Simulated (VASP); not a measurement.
# Be$_{3}$CdTe$_{4}$ (ordered alloy cell): computed properties

Level of theory: PBEsol GGA, VASP's PBE PAW potentials (set 64) (plane waves; VASP).

| Item | Value |
|---|---|
| space group | P-43m (215) |
| cell | a = 5.846 Å, b = 5.846 Å, c = 5.846 Å, α = 90.00°, β = 90.00°, γ = 90.00° |
| volume per atom | 24.98 Å³/atom |
| band gap (over mesh and band path) | 1.81 eV |
| smallest direct gap (over mesh and band path) | 1.81 eV |
| band-edge character | direct, Γ to Γ |
| density | 5.40 g/cm³ |

Be$_{3}$CdTe$_{4}$ has the cubic space group P-43m (No. 215), Pearson symbol cP8. Cell: a = b = c = 5.8462 Å, α = β = γ = 90.00°. Cd on 1a has 4 Te at 2.721 Å (tetrahedral). Te on 4e has 3 Be at 2.475 Å and 1 Cd at 2.721 Å (tetrahedral). Be on 3c has 4 Te at 2.475 Å (tetrahedral). (Neighbours: up to the widest gap in distance over summed covalent radii, below 1.35, at either atom; cation-cation and far metal-metal contacts left out.)

Unless said otherwise, spin-orbit coupling is left out, though it shifts the bands of the heavy elements here.

The structure was generated: Be3CdTe4 was put into an ordered model structure (P-43m), which need not be its known phase. It was relaxed first. Symmetry was kept, so distortions that lower it aren't found.
